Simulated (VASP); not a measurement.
# How thick must a slab of Pt(111) be?, part 2 of 7

Aim: follow surface energy, work function and relaxation of Pt(111) with the number of layers.

VASP 6.6.1; PBE; plane waves and PAW (Pt).

So far. Step 3 (The bulk reference, job self-consistent run, k-mesh …): The run ends at a pressure of -0.99 GPa.

## Step 4: Surface relaxation, layers 4

System of this step: Pt(111). The cell holds 4 atoms: 4 Pt. Its edges and angles: a = 2.805 Å, b = 2.805 Å, c = 21.872 Å, α = 90.0°, β = 90.0°, γ = 60.0°. It derives from Pt. 4 layers of fcc Pt, cut at this functional's lattice. Vacuum lies along c.

All atoms relax at the fixed cell.

INCAR reads:

```
SYSTEM = Pt
PREC = Normal
ENCUT = 320
EDIFF = 1E-06
NELM = 120
ISMEAR = 1
SIGMA = 0.15
LREAL = .FALSE.
ALGO = Fast
GGA = PE
NBANDS = 26
LASPH = .TRUE.
LORBIT = 11
LWAVE = .FALSE.
LCHARG = .FALSE.
KPAR = 4
IBRION = 2
NSW = 50
ISIF = 2
EDIFFG = -0.01
POTIM = 0.4
MAXMIX = 40
```

POSCAR reads:

```
Pt
1.0
    2.8054651031      0.0000000000      0.0000000000
    1.4027325516      2.4296040487      0.0000000000
    0.0000000000      0.0000000000     21.8719579938
Pt
4
Direct
    0.0000000000      0.0000000000      0.3429048300
    0.3333333300      0.3333333300      0.4476349400
    0.6666666700      0.6666666700      0.5523650600
    0.0000000000      0.0000000000      0.6570951700
```

KPOINTS reads:

```
Automatic mesh
0
Gamma
15 15 1
0 0 0
```

Potentials, in the order of the species: Pt (PBE family, release 64).

The run is started by

```bash
$ mpirun -np 4 vasp_std
```

Output:

```text
[banner, memory and clock lines left out]
running    4 mpi-ranks, on    1 nodes
 distrk:  each k-point on    1 cores,    4 groups
 distr:  one band on    1 cores,    1 groups

 POSCAR found type information on POSCAR Pt
 POSCAR found :  1 types and       4 ions
 LDA part: xc-table for (Slater+PW92), standard interpolation
 POSCAR, INCAR and KPOINTS ok, starting setup
 FFT: planning ... GRIDC
 FFT: planning ... GRID_SOFT
 FFT: planning ... GRID
 WAVECAR not read
 entering main loop
       N       E                     dE             d eps       ncg     rms          rms(c)
DAV:   1     0.199630876584E+03    0.19963E+03   -0.14276E+04  1458   0.903E+02
DAV:   2    -0.159163751049E+02   -0.21555E+03   -0.20771E+03  1818   0.226E+02
DAV:   3    -0.244449618591E+02   -0.85286E+01   -0.82880E+01  1610   0.450E+01
DAV:   4    -0.246660153558E+02   -0.22105E+00   -0.21447E+00  1742   0.687E+00
DAV:   5    -0.246740772960E+02   -0.80619E-02   -0.76304E-02  1710   0.110E+00    0.201E+01
RMM:   6    -0.236032204492E+02    0.10709E+01   -0.33501E+00  1411   0.117E+01    0.136E+01
RMM:   7    -0.281648930291E+02   -0.45617E+01   -0.55123E+00  1425   0.115E+01    0.192E+01
RMM:   8    -0.232659604487E+02    0.48989E+01   -0.22320E+00  1415   0.837E+00    0.323E+00
RMM:   9    -0.232589524199E+02    0.70080E-02   -0.69969E-01  1413   0.374E+00    0.336E+00
RMM:  10    -0.231632426695E+02    0.95710E-01   -0.72924E-02  1418   0.159E+00    0.610E-01
RMM:  11    -0.231658426426E+02   -0.26000E-02   -0.97816E-03  1430   0.510E-01    0.777E-01
RMM:  12    -0.231616760116E+02    0.41666E-02   -0.26412E-03  1470   0.239E-01    0.273E-01
RMM:  13    -0.231612855108E+02    0.39050E-03   -0.10823E-03  1455   0.154E-01    0.103E-01
RMM:  14    -0.231612603612E+02    0.25150E-04   -0.30983E-04  1518   0.671E-02    0.166E-02
RMM:  15    -0.231612766284E+02   -0.16267E-04   -0.67967E-05  1514   0.331E-02    0.119E-02
RMM:  16    -0.231612882081E+02   -0.11580E-04   -0.11376E-05  1344   0.170E-02    0.460E-03
RMM:  17    -0.231613026176E+02   -0.14410E-04   -0.50799E-06  1037   0.104E-02    0.103E-02
RMM:  18    -0.231613095322E+02   -0.69146E-05   -0.17252E-06   875   0.664E-03    0.210E-03
RMM:  19    -0.231613153715E+02   -0.58392E-05   -0.14325E-06   879   0.513E-03    0.195E-03
RMM:  20    -0.231613176089E+02   -0.22374E-05   -0.42004E-07   760   0.268E-03    0.104E-03
RMM:  21    -0.231613202108E+02   -0.26019E-05   -0.19936E-07   523   0.187E-03    0.107E-03
RMM:  22    -0.231613214917E+02   -0.12810E-05   -0.67461E-08   490   0.164E-03    0.111E-03
RMM:  23    -0.231613223752E+02   -0.88344E-06   -0.49842E-08   520   0.164E-03
   1 F= -.23161322E+02 E0= -.23157635E+02  d E =-.231613E+02
 curvature:   0.00 expect dE= 0.000E+00 dE for cont linesearch  0.000E+00
 trial: gam= 0.00000 g(F)=  0.440E-02 g(S)=  0.000E+00 ort = 0.000E+00 (trialstep = 0.100E+01)
 search vector abs. value=  0.440E-02
 bond charge predicted
       N       E                     dE             d eps       ncg     rms          rms(c)
DAV:   1    -0.231629350202E+02   -0.16135E-02   -0.97898E-01  1442   0.477E+00    0.184E-01
RMM:   2    -0.231638602847E+02   -0.92526E-03   -0.10600E-02  1414   0.714E-01    0.128E-01
RMM:   3    -0.231638760954E+02   -0.15811E-04   -0.16277E-03  1436   0.272E-01    0.590E-02
RMM:   4    -0.231638795723E+02   -0.34769E-05   -0.36752E-04  1437   0.127E-01    0.301E-02
RMM:   5    -0.231637932057E+02    0.86367E-04   -0.10067E-04  1428   0.631E-02    0.249E-02
RMM:   6    -0.231638486026E+02   -0.55397E-04   -0.32466E-05  1439   0.354E-02    0.882E-03
RMM:   7    -0.231638989926E+02   -0.50390E-04   -0.14123E-05  1389   0.215E-02    0.142E-02
RMM:   8    -0.231639066082E+02   -0.76155E-05   -0.43684E-06  1069   0.105E-02    0.709E-03
RMM:   9    -0.231639106958E+02   -0.40876E-05   -0.12634E-06   844   0.570E-03    0.297E-03
RMM:  10    -0.231639111623E+02   -0.46652E-06   -0.38662E-07   794   0.336E-03
   2 F= -.23163911E+02 E0= -.23160345E+02  d E =-.258879E-02
 trial-energy change:   -0.002589  1 .order   -0.002580   -0.004402   -0.000759
 step:   1.2048(harm=  1.2083)  dis= 0.01008  next Energy=   -23.163989 (dE=-0.267E-02)
 bond charge predicted
       N       E                     dE             d eps       ncg     rms          rms(c)
DAV:   1    -0.231639534952E+02   -0.42799E-04   -0.41099E-02  1458   0.977E-01    0.378E-02
RMM:   2    -0.231639851428E+02   -0.31648E-04   -0.31286E-04  1414   0.138E-01    0.700E-03
RMM:   3    -0.231639920450E+02   -0.69023E-05   -0.66470E-05  1459   0.515E-02    0.202E-03
RMM:   4    -0.231639937941E+02   -0.17490E-05   -0.16336E-05  1522   0.218E-02    0.239E-03
RMM:   5    -0.231639940098E+02   -0.21567E-06   -0.21743E-06   939   0.722E-03
   3 F= -.23163994E+02 E0= -.23160454E+02  d E =-.267163E-02
 curvature:  -0.60 expect dE=-0.624E-06 dE for cont linesearch -0.973E-08
 trial: gam= 0.00215 g(F)=  0.103E-05 g(S)=  0.000E+00 ort =-0.842E-05 (trialstep = 0.104E+01)
 search vector abs. value=  0.102E-05
 reached required accuracy - stopping structural energy minimisation
```

The job ended after 13 s (4 MPI ranks of AMD EPYC 9R45, shared host; peak memory 0.58 GiB).

From OUTCAR (step 4):

```text
  LATTYP: Found a hexagonal cell.
 ALAT       =     2.8054651031
 C/A-ratio  =     7.7961967766

 Subroutine GETGRP returns: Found 12 space group operations
 (whereof 12 operations were pure point group operations)

The static configuration has the point symmetry D_3d.

 Found     27 irreducible k-points:

   k-points           NKPTS =     27   k-points in BZ     NKDIM =     27   number of bands    NBANDS=     26

   dimension x,y,z NGX =    12 NGY =   12 NGZ =   96
   dimension x,y,z NGXF=    24 NGYF=   24 NGZF=  192

   ENCUT  =  320.0 eV  23.52 Ry    4.85 a.u.   4.09  4.09 31.90*2*pi/ulx,y,z

   NELECT =      40.0000    total number of electrons

 E-fermi :   1.0855

 k-point     1 :       0.0000    0.0000    0.0000
  band No.  band energies     occupation
    ...
     20       0.6212      2.00011
     21       0.6212      2.00011
     22       0.7678      2.01074
     23       1.0759      1.10763
     24       1.0759      1.10761
     25       1.8076     -0.00000
     26       6.5266      0.00000

 k-point     2 :       0.0667    0.0000    0.0000
  band No.  band energies     occupation
    ...
     19      -0.0494      2.00000
     20       0.1404      2.00000
     21       0.5672      2.00001
     22       0.6175      2.00009
     23       1.0835      1.02211
     24       1.4402     -0.00415
     25       2.5706     -0.00000
     26       6.6449      0.00000

  Total       -4.8215380     -4.8215380     -0.3727742     -0.0000000      0.0000000      0.0000000
  in kB      -51.8165079    -51.8165079     -4.0061614     -0.0000000      0.0000000      0.0000000
  external PRESSURE =     -35.8797258 kB  Pullay stress =       0.0000000 kB

  energy-cutoff  :      320.00
  volume of cell :      149.08
      direct lattice vectors                 reciprocal lattice vectors
     2.805465103  0.000000000  0.000000000     0.356447136 -0.205794850  0.000000000
     1.402732552  2.429604049  0.000000000     0.000000000  0.411589699  0.000000000
     0.000000000  0.000000000 21.871957994     0.000000000  0.000000000  0.045720644

 POSITION                                       TOTAL-FORCE (eV/Angst)
 -----------------------------------------------------------------------------------
      0.00000      0.00000      7.49535         0.000000     -0.000000     -0.003105
      1.40273      0.80987      9.80073         0.000000      0.000000     -0.001936
      2.80547      1.61974     12.07122        -0.000000      0.000000      0.001936
      0.00000      0.00000     14.37661        -0.000000      0.000000      0.003105
 -----------------------------------------------------------------------------------
    total drift:                                0.000000      0.000000     -0.000000

  FREE ENERGIE OF THE ION-ELECTRON SYSTEM (eV)
  ---------------------------------------------------
  free  energy   TOTEN  =       -23.1639940098 eV

  energy  without entropy=      -23.1533729238  energy(sigma->0) =      -23.16045365

 total charge
# of ion       s       p       d       tot
------------------------------------------
    1        0.621   0.435   7.991   9.047
    2        0.613   0.561   8.012   9.186
    3        0.613   0.561   8.012   9.186
    4        0.621   0.435   7.991   9.047
--------------------------------------------------
tot          2.468   1.993  32.006  36.466

[... 1 part as in an earlier step ...]

[... 7 further parts left out ...]
```

The run keeps the 12 symmetry operations of its start, so it cannot find a distortion of lower symmetry.

The steps of the relaxation:

```csv
step,energy less that of the first step (eV),largest force (eV/Å)
1,0.0000,0.2168
2,-0.0026,0.0362
3,-0.0027,0.0031
```

The atoms that moved most (Å):

| atom | dx | dy | dz | length |
| --- | --- | --- | --- | --- |
| Pt2 | 0.000 | 0.000 | 0.010 | 0.010 |
| Pt3 | 0.000 | 0.000 | -0.010 | 0.010 |

The relaxed structure:

```xyz
4
Lattice="2.8055 0.0000 0.0000 1.4027 2.4296 0.0000 0.0000 0.0000 21.8720" Properties=species:S:1:pos:R:3
Pt    0.0000    0.0000    7.4953
Pt    1.4027    0.8099    9.8007
Pt    2.8055    1.6197   12.0712
Pt    0.0000    0.0000   14.3766
```

This step gave:

| Property | Result |
| --- | --- |
| electronic cycles | 38 |
| electrons | 40 |
| free energy (TOTEN) | -23.16 eV |
| energy at zero smearing | -23.16 eV |
| Fermi energy | 1.085 eV |

The run ended after 3 ionic steps, 0.003 eV below its first step, once the forces on the free atoms met EDIFFG = -0.01.

## Step 5: The vacuum level, layers 4

A static run writes the electrostatic potential without exchange and correlation (LVHAR), which is flat in the vacuum and gives the level to count from. The dipole correction cancels the field that unlike faces would set up across the vacuum.

Edit INCAR of step 4 so:

```diff
@@ -16,7 +16,6 @@
 KPAR = 4
-IBRION = 2
-NSW = 50
-ISIF = 2
-EDIFFG = -0.01
-POTIM = 0.4
-MAXMIX = 40
+IDIPOL = 3
+LDIPOL = .TRUE.
+DIPOL = 0.5 0.5 0.5
+LVHAR = .TRUE.
+LVACPOTAV = .TRUE.
```

POSCAR reads:

```
Pt
1.0
    2.8054651031      0.0000000000      0.0000000000
    1.4027325516      2.4296040487      0.0000000000
    0.0000000000      0.0000000000     21.8719579938
Pt
4
Direct
    0.0000000000      0.0000000000      0.3426920740
    0.3333333300      0.3333333300      0.4480959026
    0.6666666700      0.6666666700      0.5519040974
    0.0000000000      0.0000000000      0.6573079260
```

KPOINTS is that of step 4.

The run is started by

```bash
$ mpirun -np 4 vasp_std
```

Output:

```text
[... set-up lines as in an earlier step ...]
 entering main loop
       N       E                     dE             d eps       ncg     rms          rms(c)
DAV:   1     0.199569578999E+03    0.19957E+03   -0.14274E+04  1458   0.903E+02
DAV:   2    -0.158895963074E+02   -0.21546E+03   -0.20763E+03  1818   0.226E+02
DAV:   3    -0.244436423450E+02   -0.85540E+01   -0.83098E+01  1594   0.450E+01
DAV:   4    -0.246716381607E+02   -0.22800E+00   -0.22198E+00  1758   0.695E+00
DAV:   5    -0.246798324917E+02   -0.81943E-02   -0.77246E-02  1694   0.109E+00    0.201E+01
RMM:   6    -0.236390195642E+02    0.10408E+01   -0.33797E+00  1497   0.117E+01    0.138E+01
RMM:   7    -0.282024012030E+02   -0.45634E+01   -0.54855E+00  1600   0.114E+01    0.193E+01
RMM:   8    -0.232781444648E+02    0.49243E+01   -0.22237E+00  1534   0.835E+00    0.337E+00
RMM:   9    -0.232647742806E+02    0.13370E-01   -0.73476E-01  1536   0.380E+00    0.343E+00
RMM:  10    -0.231659421555E+02    0.98832E-01   -0.77864E-02  1474   0.162E+00    0.642E-01
RMM:  11    -0.231688829473E+02   -0.29408E-02   -0.12254E-02  1527   0.545E-01    0.811E-01
RMM:  12    -0.231643866523E+02    0.44963E-02   -0.30463E-03  1593   0.252E-01    0.285E-01
RMM:  13    -0.231639716138E+02    0.41504E-03   -0.11261E-03  1588   0.154E-01    0.118E-01
RMM:  14    -0.231639267396E+02    0.44874E-04   -0.34935E-04  1665   0.724E-02    0.174E-02
RMM:  15    -0.231639459840E+02   -0.19244E-04   -0.79935E-05  1678   0.357E-02    0.133E-02
RMM:  16    -0.231639583793E+02   -0.12395E-04   -0.13085E-05  1484   0.177E-02    0.577E-03
RMM:  17    -0.231639712685E+02   -0.12889E-04   -0.42543E-06  1144   0.947E-03    0.796E-03
RMM:  18    -0.231639800377E+02   -0.87692E-05   -0.17031E-06   998   0.665E-03    0.168E-03
RMM:  19    -0.231639866160E+02   -0.65783E-05   -0.16996E-06  1011   0.548E-03    0.201E-03
RMM:  20    -0.231639888576E+02   -0.22416E-05   -0.34213E-07   823   0.251E-03    0.116E-03
RMM:  21    -0.231639915317E+02   -0.26742E-05   -0.20719E-07   660   0.195E-03    0.115E-03
RMM:  22    -0.231639930569E+02   -0.15251E-05   -0.71621E-08   574   0.169E-03    0.120E-03
RMM:  23    -0.231639939109E+02   -0.85406E-06   -0.43302E-08   500   0.154E-03
 -----------------------------------------------------------------------------
|                                                                             |
|           W    W    AA    RRRRR   N    N  II  N    N   GGGG   !!!           |
|           W    W   A  A   R    R  NN   N  II  NN   N  G    G  !!!           |
|           W    W  A    A  R    R  N N  N  II  N N  N  G       !!!           |
|           W WW W  AAAAAA  RRRRR   N  N N  II  N  N N  G  GGG   !            |
|           WW  WW  A    A  R   R   N   NN  II  N   NN  G    G                |
|           W    W  A    A  R    R  N    N  II  N    N   GGGG   !!!           |
|                                                                             |
|     Did not find any points to average over, which means that no vacuum     |
|     field-free region was found. Please increase the size of  your cell     |
|     in the dimension of the dipole correction to obtain accurate            |
|     workfunction values.                                                    |
|                                                                             |
 -----------------------------------------------------------------------------

   1 F= -.23163994E+02 E0= -.23160454E+02  d E =-.106207E-01
```

Run time: 7.6 s. Hardware: 4 MPI ranks; peak memory 0.56 GiB.

OUTCAR, selected parts (step 5):

```text
   NELECT =      40.0000    total number of electrons

 dipolmoment           0.000000      0.000000      0.000000 electrons x Angstroem

 E-fermi :   1.0855

 k-point     1 :       0.0000    0.0000    0.0000
  band No.  band energies     occupation
    ...
     20       0.6213      2.00011
     21       0.6213      2.00011
     22       0.7679      2.01075
     23       1.0759      1.10749
     24       1.0759      1.10747
     25       1.8076     -0.00000
     26       6.5253      0.00000

  Total       -4.8215710     -4.8215710     -0.3721951     -0.0000000     -0.0000000     -0.0000000
  in kB      -51.8168624    -51.8168624     -3.9999375     -0.0000000     -0.0000000     -0.0000000
  external PRESSURE =     -35.8778875 kB  Pullay stress =       0.0000000 kB

 POSITION                                       TOTAL-FORCE (eV/Angst)
 -----------------------------------------------------------------------------------
      0.00000      0.00000      7.49535        -0.000000     -0.000000     -0.004064
      1.40273      0.80987      9.80073         0.000000      0.000000      0.000243
      2.80547      1.61974     12.07122        -0.000000     -0.000000     -0.000243
      0.00000      0.00000     14.37661         0.000000      0.000000      0.004064
 -----------------------------------------------------------------------------------
    total drift:                               -0.000000      0.000000      0.000000

  FREE ENERGIE OF THE ION-ELECTRON SYSTEM (eV)
  ---------------------------------------------------
  free  energy   TOTEN  =       -23.1639939109 eV

  energy  without entropy=      -23.1533732554  energy(sigma->0) =      -23.16045369

 vacuum level on the upper side and lower side of the slab         6.783         6.783

[... 8 parts as in an earlier step ...]

[... 9 further parts left out ...]
```

This step gave:

```
electronic cycles                          : 23
dipole moment                              : 0, 0, 0 e·Å
vacuum levels                              : 6.783, 6.783 eV
work functions of the upper and lower face : 5.698, 5.698 eV
```

The planar average of the electrostatic potential oscillates, so the rows of the table below give means over windows of 1 Å about each position, cut where the curve ends. Its maxima inside the range that stand out by 2 % of the span (Å: eV): 8.7: 0.721, 10.9: 0.232, 13.2: 0.721. Its minima: 7.5: -20.8, 9.8: -21.1, 12.1: -21.1, 14.4: -20.8.

Zero at the Fermi level. The planar average of the electrostatic potential by height; means over each step:

```
height (Å)  planar average of the electrostatic potential (eV)
         0                                                5.71
         1                                                5.71
         2                                                5.71
         3                                                5.70
         4                                                5.70
         5                                                5.62
         6                                                4.23
         7                                               -11.5
         8                                               -11.7
         9                                               -6.06
        10                                               -17.1
        11                                               -3.32
        12                                               -18.0
        13                                               -4.10
        14                                               -14.1
        15                                               -8.62
        16                                                4.69
        17                                                5.65
        18                                                5.70
        19                                                5.71
        20                                                5.71
        21                                                5.71
```

The vacuum level lies 5.70 eV above the Fermi level at the upper face; both faces agree, as the slab has next to no dipole.

The program found no field-free point at its default tolerance, but its printed level agrees with the flat part of the planar average.

(Continued in part 3 of 7.)

[Lines on the potential files, build, host, timing and source positions are cut from VASP's logs without a mark.]

[Logs are printed without paths, hosts, clocks, repeated set-up lines and the standing remarks that a program may print on its own settings, such as how far it seeks lower states.]

[Hosts, paths, dates, database ids (printed as entryN), source tags and the programs' standing remarks are cut or masked in the printed files.]

[Runs that stopped without an error message from VASP are left out.]
